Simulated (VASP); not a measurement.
Data:

```xyz
1
Lattice="-2.6400 2.6400 2.6400 2.6400 -2.6400 2.6400 2.6400 2.6400 -2.6400" Properties=species:S:1:pos:R:3 pbc="T T T"
K      0.0000     0.0000     0.0000
```

Calculation: PBE GGA, VASP's PBE PAW potentials (set 64) (plane waves; VASP). Settings: 480 eV cut-off, 10×10×10 Γ-centred mesh, first-order Methfessel-Paxton smearing of 0.10 eV, potentials K_sv.

Energy and stress use the plane-wave basis of the starting cell.

### Question
The ions, cell shape and volume at an external pressure of 1.0 GPa are relaxed. Which structure does the run end with?

### Answer

```xyz
1
Lattice="-2.4739 2.4739 2.4739 2.4739 -2.4739 2.4739 2.4739 2.4739 -2.4739" Properties=species:S:1:pos:R:3 pbc="T T T"
K      0.0000     0.0000     0.0000
```
Space group Im-3m (229), at a tolerance of 0.03 Å.

### Question
How do energy and volume change from the first to the last step?

### Answer
The energy (σ→0) changes by +35.5 meV/atom and the volume by -17.7 %, in 4 ionic steps.

```json
[
 {"step": "1", "E(σ→0) (eV)": "-1.0437", "max force (eV/Å)": "0.000", "pressure (GPa)": "0.00", "volume (Å³)": "73.60"},
 {"step": "2", "E(σ→0) (eV)": "-1.0398", "max force (eV/Å)": "0.000", "pressure (GPa)": "0.28", "volume (Å³)": "68.81"},
 {"step": "3", "E(σ→0) (eV)": "-1.0192", "max force (eV/Å)": "0.000", "pressure (GPa)": "0.81", "volume (Å³)": "62.49"},
 {"step": "4", "E(σ→0) (eV)": "-1.0082", "max force (eV/Å)": "0.000", "pressure (GPa)": "1.02", "volume (Å³)": "60.56"}
]
```

The compound is K in the bcc structure. This run relaxes it under an external pressure of 1 GPa. Symmetry was kept, so distortions that lower it aren't found.
